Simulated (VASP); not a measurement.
Input:

```
C
1.0
    1.25163    -2.16788     0.00000
    1.25163     2.16788     0.00000
    0.00000     0.00000     9.02761
C
4
Direct
  0.00000   0.00000   0.25000
  0.00000   0.00000   0.75000
  0.33333   0.66667   0.25000
  0.66667   0.33333   0.75000
```

Computed with RPBE GGA, VASP's PBE PAW potentials (set 64) (plane waves; VASP). Run with 520 eV cut-off, 10×10×3 Γ-centred mesh, Gaussian smearing of 0.050 eV, potentials C.

Without a dispersion term in the relaxation, distances and binding between the weakly bound layers, chains or molecules are unreliable, and so is what depends on them.

Problem. The ions and cell shape at fixed volume are relaxed. Predict the relaxed structure.

Solution. 
```
C
1.0
    1.23888    -2.14581     0.00000
    1.23888     2.14581     0.00000
    0.00000     0.00000     9.21428
C
4
Cartesian
  0.00000   0.00000   2.30357
  0.00000   0.00000   6.91071
  1.23888   0.71527   2.30357
  1.23888  -0.71527   6.91071
```
Space group P6_3/mmc (194), at a tolerance of 0.03 Å.

Problem. How much energy does the relaxation gain?

Solution. The energy (σ→0) changes by -7.0 meV/atom, in 3 ionic steps.

The compound is C in the graphite structure. This cell is one point of a volume scan, at 1.03 of the reference volume. Symmetry was kept, so distortions that lower it aren't found.
